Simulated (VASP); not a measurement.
# Mn4Hg3Au (P4/mmm) in VASP: reference runs, part 2 of 2

VASP 6.6.1.

## Step 3: Single point, PBE, collinear spin, ferromagnetic start (atoms moved at random, drawn with an rms of 0.05 Å)

File INCAR:

```
ALGO = Normal
EDIFF = 1E-7
ENCUT = 520
GGA = PE
ISIF = 2
ISMEAR = -1
ISPIN = 2
LASPH = T
LCHARG = T
LELF = T
LMAXMIX = 4
LORBIT = 11
LREAL = F
LVHAR = T
LWAVE = F
MAGMOM = 0 0 0 0 4 4 4 4
NBANDS = 64
NELM = 120
PREC = Accurate
SIGMA = 0.05
```

File KPOINTS:

```
k-points
0
Gamma
  8 8 2
```

File POSCAR:

```
Mn4Hg3Au
1.0
    3.3167240000      0.0000000000      0.0000000000
    0.0000000000      3.3167240000      0.0000000000
    0.0000000000      0.0000000000     13.0648550000
Hg Au Mn
3 1 4
Direct
   -0.0112860000      0.0119240000      0.7518620000
    0.0010160000      0.0158160000      0.4991010000
   -0.0094220000      0.0048060000      0.2455980000
   -0.0156770000      0.0010140000      0.0017930000
    0.5003690000      0.4945100000      0.8825440000
    0.4928710000      0.4899400000      0.6267820000
    0.4979950000      0.5082700000      0.3745040000
    0.4945610000      0.4941750000      0.1179200000
```

Potentials or basis: VASP PAW PBE potentials, release 64 (Hg, Au, Mn_pv).

Run with:

```bash
> cat potpaw_PBE.64/Hg/POTCAR potpaw_PBE.64/Au/POTCAR potpaw_PBE.64/Mn_pv/POTCAR > POTCAR
> mpirun -np 1 vasp_std > vasp.out
```

OUTCAR:

```text
EDIFF = 1E-7
   ENCUT = 520
   GGA = PE
   ISIF = 2
   ISMEAR = -1
   ISPIN = 2
   LASPH = T
   LORBIT = 11
   LREAL = F
   NELM = 120
   PREC = Accurate

 ion  position               nearest neighbor table
   1  0.989  0.012  0.752-   6 2.81   6 2.82   5 2.85   5 2.89   6 2.89   6 2.91   5 2.91   5 2.96
                             4 3.27   2 3.30
   2  0.001  0.016  0.499-   6 2.81   7 2.83   6 2.85   7 2.85   7 2.86   7 2.88   6 2.91   6 2.94
                             1 3.30   3 3.31
   3  0.991  0.005  0.246-   8 2.85   8 2.87   7 2.87   7 2.88   8 2.89   7 2.89   8 2.91   7 2.91
                             4 3.19   2 3.31
   4  0.984  0.001  0.002-   8 2.76   5 2.77   8 2.79   5 2.80   8 2.80   8 2.83   5 2.83   5 2.86
                             3 3.19   1 3.27
   5  0.500  0.495  0.883-   4 2.77   4 2.80   4 2.83   1 2.85   4 2.86   1 2.89   1 2.91   1 2.96
                             8 3.08
   6  0.493  0.490  0.627-   1 2.81   2 2.81   1 2.82   2 2.85   1 2.89   1 2.91   2 2.91   2 2.94

   7  0.498  0.508  0.375-   2 2.83   2 2.85   2 2.86   3 2.87   2 2.88   3 2.88   3 2.89   3 2.91

   8  0.495  0.494  0.118-   4 2.76   4 2.79   4 2.80   4 2.83   3 2.85   3 2.87   3 2.89   3 2.91
                             5 3.08

  LATTYP: Found a simple tetragonal cell.
 ALAT       =     3.3167240000
 C/A-ratio  =     3.9390841686

  Lattice vectors:

 A1 = (   3.3167240000,   0.0000000000,   0.0000000000)
 A2 = (   0.0000000000,   3.3167240000,   0.0000000000)
 A3 = (   0.0000000000,   0.0000000000,  13.0648550000)

Analysis of symmetry for initial positions (statically):
=====================================================================
 Subroutine PRICEL returns:
 Original cell was already a primitive cell.

 Routine SETGRP: Setting up the symmetry group for a
 simple tetragonal supercell.
[... 207 lines left out ...]
      3     -44.1601      1.00000
      4     -44.1303      1.00000
      5     -44.1295      1.00000
      6     -44.1257      1.00000
[... 1525 lines left out ...]
     60       7.1142      0.00000
     61       8.9149      0.00000

 [... further k-points ...]

 spin component 2

 k-point     1 :       0.0000    0.0000    0.0000
  band No.  band energies     occupation
      1     -40.0174      1.00000
      2     -40.0057      1.00000
      3     -40.0018      1.00000
      4     -39.9978      1.00000
      5     -39.9969      1.00000
      6     -39.9964      1.00000
[... 1525 lines left out ...]
     60       9.0507      0.00000
     61       9.7871      0.00000

 [... further k-points ...]

 [bands above 61 left out]

------------------------ aborting loop because EDIFF is reached ----------------------------------------

  FORCE on cell =-STRESS in cart. coord.  units (eV):
  Direction    XX          YY          ZZ          XY          YZ          ZX
  --------------------------------------------------------------------------------------
  -------------------------------------------------------------------------------------
  Total        0.2471750      0.1976822      0.1727564     -0.0190996     -0.0260212      0.0091838
  in kB        2.7554457      2.2037124      1.9258458     -0.2129178     -0.2900784      0.1023787
  external PRESSURE =       2.2950013 kB  Pullay stress =       0.0000000 kB

 VOLUME and BASIS-vectors are now :
 -----------------------------------------------------------------------------
  energy-cutoff  :      520.00
  volume of cell :      143.72
      direct lattice vectors                 reciprocal lattice vectors
     3.316724000  0.000000000  0.000000000     0.301502326  0.000000000  0.000000000
     0.000000000  3.316724000  0.000000000     0.000000000  0.301502326  0.000000000
     0.000000000  0.000000000 13.064855000     0.000000000  0.000000000  0.076541225

 POSITION                                       TOTAL-FORCE (eV/Angst)
 -----------------------------------------------------------------------------------
      3.27929      0.03955      9.82297         0.076440     -0.202784      0.103247
      0.00337      0.05246      6.52068        -0.051440     -0.171106      0.048883
      3.28547      0.01594      3.20870         0.056531     -0.044688      0.093418
      3.26473      0.00336      0.02343         0.146953     -0.086219     -0.109788
      1.65959      1.64015     11.53031        -0.150740      0.117595      0.150695
      1.63472      1.62500      8.18882         0.024623      0.269029     -0.016784
      1.65171      1.68579      4.89284        -0.022775      0.007746     -0.132042
      1.64032      1.63904      1.54061        -0.079592      0.110427     -0.137630
 -----------------------------------------------------------------------------------
    total drift:                                0.001455      0.000076     -0.000226

  FREE ENERGIE OF THE ION-ELECTRON SYSTEM (eV)
  ---------------------------------------------------
  free  energy   TOTEN  =       -37.7157241940 eV

  energy  without entropy=      -37.6734826016  energy(sigma->0) =      -37.69460340

 total charge

# of ion       s       p       d       tot
------------------------------------------
    1        0.819   0.509   9.257  10.586
    2        0.821   0.521   9.255  10.597
    3        0.816   0.508   9.258  10.583
    4        0.659   0.397   8.652   9.707
    5        0.259   6.180   4.937  11.376
    6        0.254   6.174   4.978  11.405
    7        0.252   6.173   4.975  11.401
    8        0.261   6.186   4.945  11.392
--------------------------------------------------
tot          4.141  26.648  56.258  87.047

 magnetization (x)

# of ion       s       p       d       tot
------------------------------------------
    1       -0.042  -0.056   0.046  -0.052
    2       -0.041  -0.059   0.048  -0.051
    3       -0.041  -0.057   0.044  -0.054
    4       -0.052  -0.033   0.152   0.068
    5        0.026   0.019   3.882   3.927
    6        0.028   0.017   3.787   3.832
    7        0.029   0.016   3.791   3.836
    8        0.026   0.019   3.860   3.905
--------------------------------------------------
tot         -0.066  -0.133  15.610  15.411
```

It took 31 min on 1 thread of Intel Xeon Platinum 8488C (Sapphire Rapids), shared host; peak memory 0.94 GiB.

What came out:

| Item | Value |
| --- | --- |
| Free energy | -37.7157 eV |
| Pressure | 0.2 GPa |
| Largest force | 0.271 eV/Å |
| Band gap on the k mesh | none (metal or under the smearing width) |
| Net moment | 16.01 μB per cell |
| Site moments | Hg -0.05; Au +0.07; Mn +3.93, +3.83, +3.84, +3.90 μB |
| Valence electrons inside the program's atomic spheres | Hg 10.59, 10.60, 10.58; Au 9.71; Mn 11.38, 11.40, 11.39 |

Forces in eV/Å, atoms in the order of the input:
```
Hg   0.076 -0.203  0.103
Hg  -0.051 -0.171  0.049
Hg   0.057 -0.045  0.093
Au   0.147 -0.086 -0.110
Mn  -0.151  0.118  0.151
Mn   0.025  0.269 -0.017
Mn  -0.023  0.008 -0.132
Mn  -0.080  0.110 -0.138
```

Spin-orbit coupling is left out, which matters for the levels of Au, Hg.
